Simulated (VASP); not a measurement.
# SrAgSF (P4/nmm) in VASP: dielectric tensor with LDA

Aim: the dielectric tensor of SrAgSF with LDA.

Everything below comes from runs of VASP 6.6.1. Logs are shortened: lines on timing, memory, paths and dates and some standing lists are left out, and cuts for length are marked.

## (1) The crystal as given

Symmetry: P4/nmm, No. 129, tetragonal system. Conventional cell: a = 4.109 Å, b = 4.109 Å, c = 9.130 Å, α = 90.00°, β = 90.00°, γ = 90.00°. Around Sr (site symmetry 4mm) lie 4 F at 2.50 Å. Ag (site symmetry -4m2) has 4 S at 2.70 Å and 4 Ag at 2.91 Å as nearest neighbours. Around S (site symmetry 4mm) lie 4 Ag at 2.70 Å. Around F (site symmetry -4m2) lie 4 Sr at 2.50 Å.

The cell comes from a database or a generator and needn't be the stable form of this composition.

## (2) Dielectric tensor, LDA

INCAR

```
SYSTEM = SrAgSF
PREC = Accurate
ENCUT = 520
EDIFF = 1E-8
ISMEAR = 0
SIGMA = 0.01
LREAL = .FALSE.
LASPH = .TRUE.
NELM = 100
ALGO = Normal
ISIF = 2
LWAVE = .FALSE.
LCHARG = .FALSE.
LEPSILON = .TRUE.
```

KPOINTS

```
Automatic mesh
0
G
  3 3 1
  0 0 0
```

POSCAR

```
SrAgSF
1.0
    4.1086260000      0.0000000000      0.0000000000
    0.0000000000      4.1086260000      0.0000000000
    0.0000000000      0.0000000000      9.1301030000
Sr Ag S F
2 2 2 2
Direct
    0.0000000000      0.5000000000      0.8439450000
    0.5000000000      0.0000000000      0.1560550000
    0.5000000000      0.5000000000      0.5000000000
    0.0000000000      0.0000000000      0.5000000000
    0.0000000000      0.5000000000      0.3082930000
    0.5000000000      0.0000000000      0.6917070000
    0.5000000000      0.5000000000      0.0000000000
    0.0000000000      0.0000000000      0.0000000000
```

Potentials or basis: VASP PAW LDA potentials, release 64 (Sr_sv, Ag, S, F).

Launch:

```bash
$ cat potpaw_LDA.64/Sr_sv/POTCAR potpaw_LDA.64/Ag/POTCAR potpaw_LDA.64/S/POTCAR potpaw_LDA.64/F/POTCAR > POTCAR
$ mpirun -np 1 vasp_std > vasp.out
```

OUTCAR:

```text
SYSTEM = SrAgSF
   PREC = Accurate
   ENCUT = 520
   EDIFF = 1E-8
   ISMEAR = 0
   LREAL = .FALSE.
   LASPH = .TRUE.
   NELM = 100
   ISIF = 2
   LEPSILON = .TRUE.

 ion  position               nearest neighbor table
   1  0.000  0.500  0.844-   7 2.50   8 2.50   8 2.50   7 2.50   6 3.22   6 3.22   6 3.22   6 3.22
                             3 3.75   4 3.75   4 3.75   3 3.75   2 4.07   2 4.07   2 4.07   2 4.07
   2  0.500  0.000  0.156-   7 2.50   8 2.50   7 2.50   8 2.50   5 3.22   5 3.22   5 3.22   5 3.22
                             4 3.75   3 3.75   4 3.75   3 3.75   1 4.07   1 4.07   1 4.07   1 4.07
   3  0.500  0.500  0.500-   5 2.70   6 2.70   6 2.70   5 2.70   4 2.91   4 2.91   4 2.91   4 2.91
                             1 3.75   2 3.75   2 3.75   1 3.75
   4  0.000  0.000  0.500-   5 2.70   6 2.70   5 2.70   6 2.70   3 2.91   3 2.91   3 2.91   3 2.91
                             2 3.75   1 3.75   2 3.75   1 3.75
   5  0.000  0.500  0.308-   3 2.70   4 2.70   4 2.70   3 2.70   2 3.22   2 3.22   2 3.22   2 3.22

   6  0.500  0.000  0.692-   3 2.70   4 2.70   3 2.70   4 2.70   1 3.22   1 3.22   1 3.22   1 3.22

   7  0.500  0.500  0.000-   1 2.50   2 2.50   2 2.50   1 2.50
   8  0.000  0.000  0.000-   1 2.50   2 2.50   1 2.50   2 2.50

  LATTYP: Found a simple tetragonal cell.
 ALAT       =     4.1086260000
 C/A-ratio  =     2.2221791421

  Lattice vectors:

 A1 = (   4.1086260000,   0.0000000000,   0.0000000000)
 A2 = (   0.0000000000,   4.1086260000,   0.0000000000)
 A3 = (   0.0000000000,   0.0000000000,   9.1301030000)

Analysis of symmetry for initial positions (statically):
=====================================================================
 Subroutine PRICEL returns:
 Original cell was already a primitive cell.

 Routine SETGRP: Setting up the symmetry group for a
 simple tetragonal supercell.

 Subroutine GETGRP returns: Found 16 space group operations
 (whereof  8 operations were pure point group operations)
 out of a pool of 16 trial point group operations.

The static configuration has the point symmetry D_2d.
 The point group associated with its full space group is D_4h.

Analysis of symmetry for dynamics (positions and initial velocities):
=====================================================================
 Subroutine PRICEL returns:
 Original cell was already a primitive cell.

 Routine SETGRP: Setting up the symmetry group for a
 simple tetragonal supercell.

 Subroutine GETGRP returns: Found 16 space group operations
 (whereof  8 operations were pure point group operations)
 out of a pool of 16 trial point group operations.

The dynamic configuration has the point symmetry D_2d.
 The point group associated with its full space group is D_4h.

 Subroutine INISYM returns: Found 16 space group operations
 (whereof  8 operations are pure point group operations),
 and found     1 'primitive' translations

----------------------------------------------------------------------------------------

                                     Primitive cell

  volume of cell :     154.1235

  direct lattice vectors                    reciprocal lattice vectors
     4.108626000  0.000000000  0.000000000     0.243390369  0.000000000  0.000000000
     0.000000000  4.108626000  0.000000000     0.000000000  0.243390369  0.000000000
     0.000000000  0.000000000  9.130103000     0.000000000  0.000000000  0.109527790

  length of vectors
     4.108626000  4.108626000  9.130103000     0.243390369  0.243390369  0.109527790

  position of ions in fractional coordinates (direct lattice)
     0.000000000  0.500000000  0.843945000
     0.500000000  0.000000000  0.156055000
     0.500000000  0.500000000  0.500000000
     0.000000000  0.000000000  0.500000000
     0.000000000  0.500000000  0.308293000
     0.500000000  0.000000000  0.691707000
     0.500000000  0.500000000  0.000000000
     0.000000000  0.000000000  0.000000000

  ion indices of the primitive-cell ions
   primitive index   ion index
                 1           1
                 2           2
                 3           3
                 4           4
                 5           5
                 6           6
                 7           7
                 8           8

----------------------------------------------------------------------------------------

 KPOINTS: Automatic mesh

Automatic generation of k-mesh.
 Grid dimensions read from file:
 generate k-points for:    3    3    1

 Generating k-lattice:

  Cartesian coordinates                     Fractional coordinates (reciprocal lattice)
     0.081130123  0.000000000  0.000000000     0.333333333  0.000000000  0.000000000
[... 58 lines left out ...]
  volume/ion in A,a.u.               =      19.27       130.01
  Fermi-wavevector in a.u.,A,eV,Ry     =   1.246297  2.355160 21.133329  1.553256
  Thomas-Fermi vector in A             =   2.380481
   LORBIT       =      0    0 simple, 1 ext, 2 COOP (PROOUT), +10 PAW based schemes
   GGA     = CA    functional components
   LHFCALC =     F    Hartree Fock is set to
   AEXX    =    0.0000 exact exchange contribution
   IVDW    =     0    specifies the selected vdW correction
   LEPSILON=     T    determine dielectric tensor
   LRPA    =     F    only Hartree local field effects (RPA)
 non-spin polarized calculation
 Gauss-broadening in eV      SIGMA  =   0.01
  energy-cutoff  :      520.00
  volume of cell :      154.12
 maximum number of plane-waves:      4161
 NGX is ok and might be reduce to    30
   NGX = 15   NGY = 15   NGZ = 33

--------------------------------------- Ionic step        1  -------------------------------------------

 number of electron      68.0000013 magnetization

 E-fermi :   3.8175     XC(G=0): -10.4551

 val. band max:        3.6664980209   @ k =   0.0000   0.0000   0.0000
 cond. band min:       4.6858761903   @ k =   0.0000   0.0000   0.0000
 fundamental gap:      1.0193781695
 Fermi energy:         3.8175391923

 k-point     1 :       0.0000    0.0000    0.0000
  band No.  band energies     occupation
      1     -30.3753      2.00000
      2     -30.3330      2.00000
      3     -19.3087      2.00000
      4     -18.8905      2.00000
      5     -12.5035      2.00000
      6     -12.5035      2.00000
[... 118 lines left out ...]
     39       9.5347      0.00000
     40       9.8871      0.00000

  FORCE on cell =-STRESS in cart. coord.  units (eV):
  Direction    XX          YY          ZZ          XY          YZ          ZX
  --------------------------------------------------------------------------------------
  -------------------------------------------------------------------------------------
  Total       -6.4577271     -6.4577271     -6.2708824      0.0000000     -0.0000000      0.0000000
  in kB      -67.1307307    -67.1307307    -65.1884033      0.0000000     -0.0000000      0.0000000
  external PRESSURE =     -66.4832882 kB  Pullay stress =       0.0000000 kB

 VOLUME and BASIS-vectors are now :
 -----------------------------------------------------------------------------
  energy-cutoff  :      520.00
  volume of cell :      154.12
      direct lattice vectors                 reciprocal lattice vectors
     4.108626000  0.000000000  0.000000000     0.243390369  0.000000000  0.000000000
     0.000000000  4.108626000  0.000000000     0.000000000  0.243390369  0.000000000
     0.000000000  0.000000000  9.130103000     0.000000000  0.000000000  0.109527790

 POSITION                                       TOTAL-FORCE (eV/Angst)
 -----------------------------------------------------------------------------------
      0.00000      2.05431      7.70530        -0.000000     -0.000000      0.185556
      2.05431      0.00000      1.42480         0.000000     -0.000000     -0.185556
      2.05431      2.05431      4.56505        -0.000000      0.000000     -0.000000
      0.00000      0.00000      4.56505        -0.000000     -0.000000     -0.000000
      0.00000      2.05431      2.81475        -0.000000     -0.000000      0.279821
      2.05431      0.00000      6.31536         0.000000     -0.000000     -0.279821
      2.05431      2.05431      0.00000        -0.000000     -0.000000     -0.000000
      0.00000      0.00000      0.00000        -0.000000      0.000000     -0.000000
 -----------------------------------------------------------------------------------
    total drift:                                0.000000      0.000000     -0.000000

  FREE ENERGIE OF THE ION-ELECTRON SYSTEM (eV)
  ---------------------------------------------------
  free  energy   TOTEN  =       -41.9130837806 eV

  energy  without entropy=      -41.9130837806  energy(sigma->0) =      -41.91308378

 HEAD OF MICROSCOPIC STATIC DIELECTRIC TENSOR (INDEPENDENT PARTICLE, excluding Hartree and local field effects)
 ------------------------------------------------------
          11.024666     0.000000     0.000000
           0.000000    11.024666    -0.000000
           0.000000     0.000000     6.368974
 ------------------------------------------------------

 Free energy of the ion-electron system (eV)
  ---------------------------------------------------
  ---------------------------------------------------
  free energy    TOTEN  =        -4.23196898 eV

  energy without entropy =       -4.23196898

------------------------ aborting loop because EDIFF is reached ----------------------------------------

--------------------------------------- Ionic step        2  -------------------------------------------

------------------------ aborting loop because EDIFF is reached ----------------------------------------

--------------------------------------- Ionic step        3  -------------------------------------------

 Free energy of the ion-electron system (eV)
  ---------------------------------------------------
  ---------------------------------------------------
  free energy    TOTEN  =        -1.65320602 eV

  energy without entropy =       -1.65320602

------------------------ aborting loop because EDIFF is reached ----------------------------------------

 PIEZOELECTRIC TENSOR FIELD DIRECTION 3  (e Angst)
 -----------------------------------------------------------------------------
    -0.00005  0.00000  0.00000           ( -0.00000  0.00000  0.00000)
     0.00000 -0.00005  0.00000           (  0.00000 -0.00000  0.00000)
     0.00000  0.00000 -0.00028           (  0.00000  0.00000 -0.00000)

 PIEZOELECTRIC TENSOR FIELD DIRECTION 3  (C/m^2)
 -----------------------------------------------------------------------------
    -0.00001  0.00000  0.00000
     0.00000 -0.00001  0.00000
     0.00000  0.00000 -0.00003

 MACROSCOPIC STATIC DIELECTRIC TENSOR (including local field effects in DFT)
 ------------------------------------------------------
          10.446576     0.000000     0.000000
           0.000000    10.446576     0.000000
           0.000000     0.000000     4.657964
 ------------------------------------------------------

 PIEZOELECTRIC TENSOR (including local field effects)  for field in x, y, z        (e  Angst)
          XX          YY          ZZ          XY          YZ          ZX
  --------------------------------------------------------------------------------
  x     0.00000     0.00000    -0.00000     0.00000     0.00000     0.00000
  y     0.00000     0.00000     0.00000     0.00000     0.00000     0.00000
  z     0.00000     0.00000     0.00000     0.00000     0.00000     0.00000

 PIEZOELECTRIC TENSOR (including local field effects)  for field in x, y, z        (C/m^2)
          XX          YY          ZZ          XY          YZ          ZX
  --------------------------------------------------------------------------------
  x     0.00000     0.00000    -0.00000     0.00000     0.00000     0.00000
  y     0.00000     0.00000     0.00000     0.00000     0.00000     0.00000
  z     0.00000     0.00000     0.00000     0.00000     0.00000     0.00000

 BORN EFFECTIVE CHARGES (including local field effects) (in |e|, cummulative output)
 ---------------------------------------------------------------------------------
 ion    1
    1     2.83592     0.00000     0.00000
    2     0.00000     2.83592     0.00000
    3     0.00000     0.00000     3.22631
 ion    2
    1     2.83592     0.00000     0.00000
    2     0.00000     2.83592     0.00000
    3     0.00000     0.00000     3.22631
 ion    3
    1     2.17739     0.00000    -0.00000
    2     0.00000     2.17739     0.00000
    3     0.00000     0.00000     0.54970
 ion    4
    1     2.17739     0.00000     0.00000
    2     0.00000     2.17739     0.00000
    3     0.00000     0.00000     0.54970
 ion    5
    1    -3.75412     0.00000    -0.00000
    2     0.00000    -3.75412     0.00000
    3     0.00000     0.00000    -1.52179
 ion    6
    1    -3.75412     0.00000     0.00000
    2     0.00000    -3.75412     0.00000
    3     0.00000     0.00000    -1.52179
 ion    7
    1    -1.25918     0.00000     0.00000
    2     0.00000    -1.25918     0.00000
    3     0.00000     0.00000    -2.25422
 ion    8
    1    -1.25918     0.00000     0.00000
    2     0.00000    -1.25918     0.00000
    3     0.00000     0.00000    -2.25422
```

It took 8.3 min on 1 thread of AMD EPYC 7R13 (Zen 3), shared host; peak memory 0.25 GiB.

What came out:

- Band gap on the k mesh: 1.02 eV, direct
- Electronic dielectric tensor (diagonal): 10.45, 10.45, 4.66
- Born charges (mean of the diagonal): Sr +2.97; Ag +1.63; S -3.01; F -1.59 e

Electronic dielectric tensor:
```
10.45  0.00  0.00
 0.00 10.45  0.00
 0.00  0.00  4.66
```

Born effective charge tensors (e):
atom 1, Sr
```
2.84 0.00 0.00
0.00 2.84 0.00
0.00 0.00 3.23
```
atom 2, Sr
```
2.84 0.00 0.00
0.00 2.84 0.00
0.00 0.00 3.23
```
atom 3, Ag
```
2.18 0.00 0.00
0.00 2.18 0.00
0.00 0.00 0.55
```
atom 4, Ag
```
2.18 0.00 0.00
0.00 2.18 0.00
0.00 0.00 0.55
```
atom 5, S
```
-3.75  0.00  0.00
 0.00 -3.75  0.00
 0.00  0.00 -1.52
```
atom 6, S
```
-3.75  0.00  0.00
 0.00 -3.75  0.00
 0.00  0.00 -1.52
```
atom 7, F
```
-1.26  0.00  0.00
 0.00 -1.26  0.00
 0.00  0.00 -2.25
```
atom 8, F
```
-1.26  0.00  0.00
 0.00 -1.26  0.00
 0.00  0.00 -2.25
```

Caveat: the k mesh is coarse (spacing up to 0.69 Å⁻¹), so the values aren't converged.
